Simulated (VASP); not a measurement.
```xyz
8
Lattice="1.5470 -2.6795 0.0000 1.5470 2.6795 0.0000 0.0000 0.0000 10.1280" Properties=species:S:1:pos:R:3 pbc="T T T"
Si     0.0000     0.0000     0.0032
Si     0.0000     0.0000     5.0672
Si     1.5470    -0.8932     7.5988
Si     1.5470     0.8932     2.5348
C      0.0000     0.0000     8.2326
C      0.0000     0.0000     3.1686
C      1.5470    -0.8932     5.6937
C      1.5470     0.8932     0.6297
```

Calculation: PBE GGA, VASP's PBE PAW potentials (set 64) (plane waves; VASP 6.6.1). Numerical set-up: 520 eV cut-off, 10×10×3 Γ-centred mesh, Gaussian smearing of 0.010 eV, potentials Si C.

Problem. The job: SiC (4h), 8 atoms, PBE, optics run with many empty bands, 520 eV, 10×10×3 Γ-centred mesh. Roughly how much core time does it take on a busy server core?

Solution. About 60 core-seconds (one run on a shared machine, a rough figure). It had 28 irreducible k-points, 63 bands, up to 2284 plane waves and 14 electronic steps.

The compound is SiC in the 4h structure. It was relaxed first.
